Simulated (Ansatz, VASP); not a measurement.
Two plane-wave programs on TaF3

```
CELL_PARAMETERS angstrom
3.90120 0.00000 0.00000
0.00000 3.90120 0.00000
0.00000 0.00000 3.90120
ATOMIC_POSITIONS crystal
Ta 0.00000 0.00000 0.00000
F 0.00000 0.00000 0.50000
F 0.00000 0.50000 0.00000
F 0.50000 0.00000 0.00000
```

Alike in both runs: task relaxation of cell and atoms; functional PBE; k mesh 7 × 7 × 7; occupations fermi-dirac, width 0.05 eV; no spin polarisation.

|  | VASP | Ansatz |
| --- | --- | --- |
| version | VASP 6.6.1 | Ansatz 0.2.0 |
| potentials or method | VASP PAW PBE potentials, release 64 (Ta_pv, F) | Ansatz PAW |
| plane-wave cutoff (eV) | 600 | 420 |
| valence electrons in the cell | 32 | 34 |

VASP gave:

| Quantity | Value |
| --- | --- |
| gap on the k mesh at the Fermi level, each at its own relaxed structure (eV) | none |
| relaxed volume (Å³/atom) | 17.57 |
| relaxed cell length with the largest relative difference (Å) | 4.127 |
| energy change over the relaxation (meV/atom) | -190 |

**Question.** Which values does Ansatz return?

**Answer.** gap on the k mesh at the Fermi level, each at its own relaxed structure (eV): none; relaxed volume (Å³/atom): 17.55; relaxed cell length with the largest relative difference (Å): 4.126; energy change over the relaxation (meV/atom): -186.

A gap of «none» marks a metal or a gap that the smearing closes. The two sets of potentials don't hold the same shells in valence.

Caveats: the volume moved by over 15 % at a fixed basis, so the end points are rough; the volume moved by +18 % from the deposited cell, more than functionals usually miss (VASP); the plane-wave basis is chosen anew once the cell has moved, so the energies of steps on either side of that aren't comparable (Ansatz); the pressure holds a Pulay correction of +0.5 GPa for the finite cutoff (Ansatz). Spin-orbit coupling is left out, which matters for the levels of Ta. Zero-point motion and thermal expansion aren't in these numbers.
